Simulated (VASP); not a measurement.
VASP ran on this input.

INCAR:
```
# general
SYSTEM = MgF2
PREC   = Accurate
ENCUT  = 520   # plane-wave cut-off (eV)
LREAL  = .False.
LASPH  = .True.   # aspherical one-centre terms

# electronic loop
EDIFF  = 1E-7   # SCF stop (eV)
NELM   = 100   # most electronic steps
ALGO   = Normal   # blocked Davidson

# smearing
ISMEAR = -5   # tetrahedra, Bloechl

# functional
GGA    = PE   # PBE
IVDW   = 13

# ions
ISIF   = 2   # forces and stress, cell fixed

# output
LWAVE  = .False.
LCHARG = .True.
LORBIT = 11
NEDOS  = 601   # DOS grid

# other
LEFG   = .True.
```

File KPOINTS:
```
Automatic mesh
0
Gamma
6 6 8
0 0 0
```

POSCAR:
```
MgF2
4.6512590
  0.9999999259   0.0000000000   0.0000000000
  0.0000000000   0.9999999259   0.0000000000
  0.0000000000   0.0000000000   0.6607555555
Mg F
2 4
Cartesian
  0.0000000000   0.0000000000   0.0000000000
  0.4999999629   0.4999999629   0.3303777778
  0.3027949938   0.3027949938   0.0000000000
  0.8027949567   0.1972049692   0.3303777778
  0.1972049692   0.8027949567   0.3303777778
  0.6972049321   0.6972049321   0.0000000000
```

POTCAR, in this order: Mg F (PBE.64 set). Program: vasp_std.

### Question
Translate this PBE-D4 calculation to Ansatz.

### Answer
One equivalent input (not run):
Ansatz 0.2 input:
```yaml
crystal:
  lattice:
    - [4.6512587, 0.0000000, 0.0000000]
    - [0.0000000, 4.6512587, 0.0000000]
    - [0.0000000, 0.0000000, 3.0733452]
  atoms:
    - { symbol: Mg, position: [0.0000000, 0.0000000, 0.0000000] }
    - { symbol: Mg, position: [0.5000000, 0.5000000, 0.5000000] }
    - { symbol: F, position: [0.3027950, 0.3027950, 0.0000000] }
    - { symbol: F, position: [0.8027950, 0.1972050, 0.5000000] }
    - { symbol: F, position: [0.1972050, 0.8027950, 0.5000000] }
    - { symbol: F, position: [0.6972050, 0.6972050, 0.0000000] }
kpoints:
  mp_grid: { grid: [6, 6, 8] }
hamiltonian:
  xc: pbe
  dispersion: d4
  pseudopotentials: { kind: paw }
scf:
  occupations: { method: tetrahedron }
  max_iter: 100
output: { forces: true, stress: true, eigenvalues: true }
```
The two are equivalent in intent, not identical: each code has its own PAW files, so the cut-off isn't converted (ENCUT is set for VASP's; basis.ecutwfc is left out, and Ansatz then takes the one that its files recommend); Ansatz stops its SCF on the density residual and VASP on the energy change (EDIFF); the field gradients of LEFG aren't asked of the other code.

The compound is MgF2 in the rutile structure. It was relaxed first.
